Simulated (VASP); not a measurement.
Te2W (relaxed from the 3R-MoS2 structure, space group R3m): computed properties

All values below come from PBEsol GGA, VASP's PBE PAW potentials (set 64) (plane waves; VASP).

```
Property                                                                                                            Result
---------------------------------------------  ---------------------------------------------------------------------------
space group                                                                                                      R3m (160)
cell                                           a = 3.502 Å, b = 3.502 Å, c = 21.262 Å, α = 90.00°, β = 90.00°, γ = 120.00°
volume per atom                                                                                             25.09 Å^3/atom
band gap (over mesh and band path)                                                                                 0.94 eV
smallest direct gap (over mesh and band path)                                                                      1.19 eV
band-edge character                                                                            indirect, T to Γ-S0 at 0.55
density                                                                                                         9.69 g/cm³
```

```yaml
crystal:
  lattice:
    - [1.75090, 1.01088, 7.08748]
    - [-1.75090, 1.01088, 7.08748]
    - [0.00000, -2.02177, 7.08748]
  atoms:
    - { symbol: W, position: [0.00003, 0.00003, 0.00003] }
    - { symbol: Te, position: [0.75189, 0.75189, 0.75189] }
    - { symbol: Te, position: [0.58139, 0.58139, 0.58139] }
```

Without a dispersion term in the relaxation, distances and binding between the weakly bound layers, chains or molecules are unreliable, and so is what depends on them. Unless said otherwise, spin-orbit coupling is left out, though it shifts the bands of the heavy elements here.

The structure was generated: Te2W was put into the 3R-MoS2 type (R3m), which need not be its known phase. It was relaxed first, which changed the volume by -15 %. Symmetry was kept, so distortions that lower it aren't found.
